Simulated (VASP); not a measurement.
Computed with PBE GGA, VASP's PBE PAW potentials (set 64) (plane waves; VASP 6.6.1).

VASP ran on this input.

**POSCAR**
```
ZrC
1
    0.0000000000     2.3970000000     2.3970000000
    2.3970000000     0.0000000000     2.3970000000
    2.3970000000     2.3970000000     0.0000000000
Zr C
1 1
Direct
  0.0000000000   0.0000000000   0.0000000000
  0.5000000000   0.5000000000   0.5000000000
```

### INCAR
```
# general
SYSTEM  = ZrC
PREC    = Accurate
ENCUT   = 520
LREAL   = .FALSE.
LASPH   = .TRUE.

# electronic loop
EDIFF   = 1E-6
NELM    = 100
ALGO    = Normal
LMAXMIX = 4

# smearing
ISMEAR  = 0
SIGMA   = 0.01

# functional
GGA     = PE

# ions
ISIF    = 2

# output
LWAVE   = .FALSE.
LCHARG  = .FALSE.
```

KPOINTS:
```
Automatic mesh
0
Gamma
12 12 12
0 0 0
```

POTCAR, in this order: Zr_sv C (PBE.64 set). Program: vasp_std.

### Question
What does the run give for the energy per atom (σ→0), pressure, band gap (on the k-mesh)?

### Answer

```
Quantity                                                     Value
------------------------  ----------------------------------------
energy per atom (σ→0)                               -9.707 eV/atom
band gap (on the k-mesh)  none (metal, semimetal or under 0.01 eV)
pressure                                                -10.46 GPa
```

OSZICAR:
```
...
DAV:   7    -0.194298687183E+02    0.17145E+00   -0.94865E-01  2028   0.754E+00    0.514E+00
DAV:   8    -0.194164820830E+02    0.13387E-01   -0.15948E-01  1836   0.376E+00    0.124E+00
DAV:   9    -0.194131903289E+02    0.32918E-02   -0.29223E-02  2204   0.121E+00    0.446E-01
DAV:  10    -0.194135803529E+02   -0.39002E-03   -0.20103E-03  2044   0.574E-01    0.309E-01
DAV:  11    -0.194133912329E+02    0.18912E-03   -0.71630E-04  1932   0.215E-01    0.178E-02
DAV:  12    -0.194133908348E+02    0.39814E-06   -0.14267E-05  2468   0.379E-02    0.111E-02
DAV:  13    -0.194133903379E+02    0.49685E-06   -0.81950E-07  1160   0.772E-03
   1 F= -.19413390E+02 E0= -.19413352E+02  d E =-.766438E-04
```

The compound is ZrC in the rock salt structure. The cell was not relaxed at this level. The run is one of a series of settings (ISMEAR = 0, SIGMA = 0.01 against the base run), some of them coarse on purpose.
